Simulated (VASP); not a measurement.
Level of theory: optB88-vdW, VASP's PBE PAW potentials (set 64) (plane waves; VASP).

VASP input:

**KPOINTS**
```
Automatic mesh
0
Gamma
6 6 6
0 0 0
```

INCAR:
```
SYSTEM = KTaO3
PREC = Accurate
ENCUT = 520
EDIFF = 1E-7
NELM = 100
ALGO = Normal
LREAL = .FALSE.
LASPH = .TRUE.
ISMEAR = 0
SIGMA = 0.05
GGA = BO
PARAM1 = 0.1833333333
PARAM2 = 0.22
LUSE_VDW = .TRUE.
AGGAC = 0.0
LMAXMIX = 6
LWAVE = .FALSE.
LCHARG = .FALSE.
ISIF = 2
```

**POSCAR**
```
KTaO3
1
    4.0560852059     0.0000000000     0.0000000000
    0.0000000000     4.0560852059     0.0000000000
    0.0000000000     0.0000000000     4.0560852059
K Ta O
1 1 3
Direct
  0.0000000000   0.0000000000   0.0000000000
  0.5000000000   0.5000000000   0.5000000000
  0.5000000000   0.0000000000   0.5000000000
  0.0000000000   0.5000000000   0.5000000000
  0.5000000000   0.5000000000   0.0000000000
```

POTCAR, in this order: K_sv Ta_pv O (PBE.64 set). Program: vasp_std.

Q: What will the output report for the number of irreducible k-points (NKPTS), largest plane-wave count, number of space-group operations, FFT grid (NGX, NGY, NGZ)?

A: 
| Item | Value |
|---|---|
| number of irreducible k-points (NKPTS) | 20 |
| largest plane-wave count | 1856 |
| number of space-group operations | 48 |
| FFT grid (NGX, NGY, NGZ) | 30 × 30 × 30 |

The compound is KTaO3 in the cubic perovskite structure. This cell is one point of a volume scan, at 1.03 of the reference volume.
